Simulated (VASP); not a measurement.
Here is the system:

```yaml
crystal:
  lattice:
    - [2.20335, -3.79985, 0.00000]
    - [2.20335, 3.79985, 0.00000]
    - [0.00000, 0.00000, 4.53313]
  atoms:
    - { symbol: Ga, position: [0.15525, 0.84475, 0.91765] }
    - { symbol: Ga, position: [0.34475, 0.65525, 0.41765] }
    - { symbol: Ga, position: [0.65525, 0.34475, 0.58235] }
    - { symbol: Ga, position: [0.84475, 0.15525, 0.08235] }
```

These are PBE GGA with D4 dispersion, VASP's PBE PAW potentials (set 64) (plane waves; VASP) values and carry that method's errors. Run with 520 eV cut-off, 9×9×8 Γ-centred mesh, tetrahedra with Blöchl corrections, potentials Ga_d.

The cores are frozen, which limits the accuracy of field gradients.

Problem. Give the principal components of the electric field gradient (V/Å²) and the asymmetry η at each nucleus.

Solution. 
| atom | Vxx | Vyy | Vzz | η |
|---|---|---|---|---|
| Ga1 | 21.6 | 18.9 | -40.5 | 0.07 |
| Ga2 | 21.6 | 18.9 | -40.5 | 0.07 |
| Ga3 | 21.6 | 18.9 | -40.5 | 0.07 |
| Ga4 | 21.6 | 18.9 | -40.5 | 0.07 |

The compound is Ga in the alpha structure. It was relaxed first.
